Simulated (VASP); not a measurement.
OSZICAR of a VASP run on As (a7):

File OSZICAR:
```
       N       E                     dE             d eps       ncg     rms          rms(c)
DAV:   1     0.892561318224E+00    0.89256E+00   -0.45169E+03  2628   0.956E+02
DAV:   2    -0.406349472836E+02   -0.41528E+02   -0.40235E+02  3978   0.129E+02
DAV:   3    -0.419620248882E+02   -0.13271E+01   -0.13246E+01  3063   0.282E+01
DAV:   4    -0.419689187823E+02   -0.68939E-02   -0.68924E-02  3308   0.211E+00
DAV:   5    -0.419689348088E+02   -0.16027E-04   -0.16025E-04  2958   0.951E-02    0.312E+00
DAV:   6    -0.403917904064E+02    0.15771E+01   -0.30042E-01  2642   0.645E+00    0.202E+00
DAV:   7    -0.401517802543E+02    0.24001E+00   -0.26350E-01  2641   0.703E+00    0.239E-01
DAV:   8    -0.403467496031E+02   -0.19497E+00   -0.20624E-01  2638   0.547E+00    0.238E-01
DAV:   9    -0.403664570443E+02   -0.19707E-01   -0.11291E-02  2814   0.178E+00    0.239E-01
DAV:  10    -0.403730861491E+02   -0.66291E-02   -0.11376E-03  2707   0.498E-01    0.168E-01
DAV:  11    -0.403887192104E+02   -0.15633E-01   -0.69535E-02  2628   0.393E+00    0.975E-02
DAV:  12    -0.403885817638E+02    0.13745E-03   -0.22243E-03  2880   0.501E-01    0.631E-02
DAV:  13    -0.403887663071E+02   -0.18454E-03   -0.17225E-04  2749   0.182E-01    0.103E-01
DAV:  14    -0.403883188334E+02    0.44747E-03   -0.22610E-03  2629   0.577E-01    0.528E-02
DAV:  15    -0.403884050861E+02   -0.86253E-04   -0.15395E-04  2912   0.138E-01    0.498E-02
DAV:  16    -0.403884475451E+02   -0.42459E-04   -0.67486E-05  2632   0.126E-01    0.622E-02
DAV:  17    -0.403885478474E+02   -0.10030E-03   -0.28760E-04  2644   0.197E-01    0.161E-02
DAV:  18    -0.403885234630E+02    0.24384E-04   -0.11705E-04  2640   0.165E-01    0.507E-03
DAV:  19    -0.403885304160E+02   -0.69530E-05   -0.41831E-06  2983   0.276E-02    0.520E-03
DAV:  20    -0.403885267952E+02    0.36208E-05   -0.42296E-06  2635   0.318E-02    0.165E-03
DAV:  21    -0.403885246636E+02    0.21316E-05   -0.15050E-06  2365   0.200E-02    0.209E-03
DAV:  22    -0.403885247197E+02   -0.56116E-07   -0.20602E-07  1318   0.613E-03
   1 F= -.40388525E+02 E0= -.40388483E+02  d E =-.403885E+02
       N       E                     dE             d eps       ncg     rms          rms(c)
DAV:   1    -0.403898077587E+02   -0.12831E-02   -0.48583E-02  2696   0.150E+00    0.167E-01
DAV:   2    -0.403893853426E+02    0.42242E-03   -0.40641E-03  2644   0.924E-01    0.995E-02
DAV:   3    -0.403895356928E+02   -0.15035E-03   -0.25998E-03  2633   0.696E-01    0.271E-02
DAV:   4    -0.403889854321E+02    0.55026E-03   -0.83466E-04  2631   0.411E-01    0.148E-02
DAV:   5    -0.403890064283E+02   -0.20996E-04   -0.52207E-05  2716   0.788E-02    0.127E-02
DAV:   6    -0.403890267393E+02   -0.20311E-04   -0.96640E-06  2719   0.366E-02    0.244E-03
DAV:   7    -0.403890204343E+02    0.63050E-05   -0.54842E-06  2668   0.320E-02    0.101E-03
DAV:   8    -0.403890212938E+02   -0.85952E-06   -0.80382E-07  1481   0.136E-02
   2 F= -.40389021E+02 E0= -.40389002E+02  d E =-.496574E-03
       N       E                     dE             d eps       ncg     rms          rms(c)
DAV:   1    -0.403891686957E+02   -0.14826E-03   -0.43726E-03  2696   0.450E-01    0.504E-02
DAV:   2    -0.403891542718E+02    0.14424E-04   -0.34869E-04  2643   0.270E-01    0.297E-02
DAV:   3    -0.403891743003E+02   -0.20028E-04   -0.20565E-04  2634   0.196E-01    0.779E-03
DAV:   4    -0.403891330737E+02    0.41227E-04   -0.60897E-05  2634   0.113E-01    0.450E-03
DAV:   5    -0.403891316964E+02    0.13773E-05   -0.37768E-06  2728   0.211E-02    0.390E-03
DAV:   6    -0.403891231454E+02    0.85510E-05   -0.61131E-07  1373   0.923E-03    0.102E-03
DAV:   7    -0.403891253123E+02   -0.21669E-05   -0.34335E-07  1321   0.799E-03    0.302E-04
DAV:   8    -0.403891252298E+02    0.82449E-07   -0.50328E-08  1318   0.332E-03
   3 F= -.40389125E+02 E0= -.40389099E+02  d E =-.600510E-03
       N       E                     dE             d eps       ncg     rms          rms(c)
DAV:   1    -0.403891260657E+02   -0.75339E-06   -0.25253E-05  2694   0.341E-02    0.388E-03
DAV:   2    -0.403891249327E+02    0.11329E-05   -0.20017E-06  2630   0.201E-02    0.226E-03
DAV:   3    -0.403891239517E+02    0.98099E-06   -0.97787E-07  1424   0.137E-02
   4 F= -.40389124E+02 E0= -.40389099E+02  d E =-.599232E-03
       N       E                     dE             d eps       ncg     rms          rms(c)
DAV:   1    -0.403892925799E+02   -0.16765E-03   -0.46164E-03  2743   0.500E-01    0.294E-02
DAV:   2    -0.403892708189E+02    0.21761E-04   -0.27018E-04  3182   0.164E-01    0.175E-02
DAV:   3    -0.403892812503E+02   -0.10431E-04   -0.18131E-04  2647   0.151E-01    0.546E-03
DAV:   4    -0.403892755613E+02    0.56889E-05   -0.92253E-05  2642   0.108E-01    0.440E-03
DAV:   5    -0.403892689925E+02    0.65688E-05   -0.22681E-05  2635   0.499E-02    0.174E-03
DAV:   6    -0.403892693531E+02   -0.36057E-06   -0.17184E-06  2541   0.190E-02
   5 F= -.40389269E+02 E0= -.40389256E+02  d E =-.145401E-03
```

Which electronic solver shows in the log?

It is blocked Davidson (ALGO = Normal, or the opening steps of other solvers). The INCAR had ALGO = Normal.

Can the final energy be trusted as converged?

Self-consistency was reached. It stopped with EDIFF = 1E-6, NELM = 100, NSW = 60 and EDIFFG = -0.01 after 5 ionic steps (SCAN meta-GGA, plane waves, VASP's PBE PAW potentials (set 64)).

The compound is As in the a7 structure. This run relaxes it. Symmetry was kept, so distortions that lower it aren't found.
